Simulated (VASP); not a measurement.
Here is the system:

```
CELL_PARAMETERS angstrom
      1.44021    -2.49452     0.00000
      1.44021     2.49452     0.00000
      0.00000     0.00000     4.54478
ATOMIC_POSITIONS crystal
  Ti 0.33333 0.66667 0.25000
  Ti 0.66667 0.33333 0.75000
```

Computed with r2SCAN meta-GGA, VASP's PBE PAW potentials (set 64) (plane waves; VASP 6.6.1). Run with 520 eV cut-off, 14×14×8 Γ-centred mesh, first-order Methfessel-Paxton smearing of 0.10 eV, potentials Ti_sv.

Q: Estimate the energy per atom (σ→0), pressure, band gap (on the k-mesh) with the smallest direct gap where there is one.

A: 
| Property | Result |
|---|---|
| band gap (on the k-mesh) | none (metal, semimetal or under 0.01 eV) |
| energy per atom (σ→0) | -12.927 eV/atom |
| pressure | 7.92 GPa |

Only differences to runs with the same potentials and settings are physical.

The compound is Ti in the hcp structure. This cell is one point of a volume scan, at 0.94 of the reference volume.
